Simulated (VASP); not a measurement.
# CdCl₂ (space group R-3m): computed properties

Calculation: PBEsol GGA, VASP's PBE PAW potentials (set 64) (plane waves; VASP 6.6.1).

For CdCl₂, the space group is R-3m (166) and the cell comes out as a = b = 3.8171 Å, c = 18.1846 Å, α = β = 90.00°, γ = 120.00°. The volume per atom is 25.49 Å³/atom and the band gap (over mesh and band path) comes out as 3.54 eV. The smallest direct gap (over mesh and band path) is 3.63 eV, the band-edge character without spin-orbit coupling comes out as indirect, F to Γ and the band gap with spin-orbit coupling is 3.53 eV. The density comes out as 3.98 g/cm³ and the mean ε∞ (independent particles) is 3.81.

```yaml
crystal:
  lattice:
    - [1.90853, 1.10189, 6.06153]
    - [-1.90853, 1.10189, 6.06153]
    - [0.00000, -2.20378, 6.06153]
  atoms:
    - { symbol: Cd, position: [0.00000, 0.00000, 0.00000] }
    - { symbol: Cl, position: [0.74546, 0.74546, 0.74546] }
    - { symbol: Cl, position: [0.25454, 0.25454, 0.25454] }
```

The structure comes from a computed database's CdCl2 entry (R-3m); how it stands against other phases isn't given here. It was relaxed first. Symmetry was kept, so distortions that lower it aren't found.
